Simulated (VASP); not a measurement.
Input:

```
Er
1.0
    1.79158    -3.10310     0.00000
    1.79158     3.10310     0.00000
    0.00000     0.00000     5.53530
Er
2
Direct
  0.33333   0.66667   0.25000
  0.66667   0.33333   0.75000
```

The numbers are results of PBE GGA, VASP's PBE PAW potentials (set 64) (plane waves; VASP), not measurements. Numerical set-up: 520 eV cut-off, Gaussian smearing of 0.050 eV, potentials Er_3.

The 4f electrons are frozen in the core of the lanthanide potential, so 4f levels, which can set the real gap, and their magnetism are missing.

Task: What does the run give for the band gap (along the path) with the smallest direct gap where there is one?

Result: 
```json
{
 "band gap (along the path)": "none (metal, semimetal or under 0.01 eV)"
}
```

Total energies compare only between runs with the same potentials, cut-off and functional.

The compound is Er in the hcp structure. It was relaxed first.
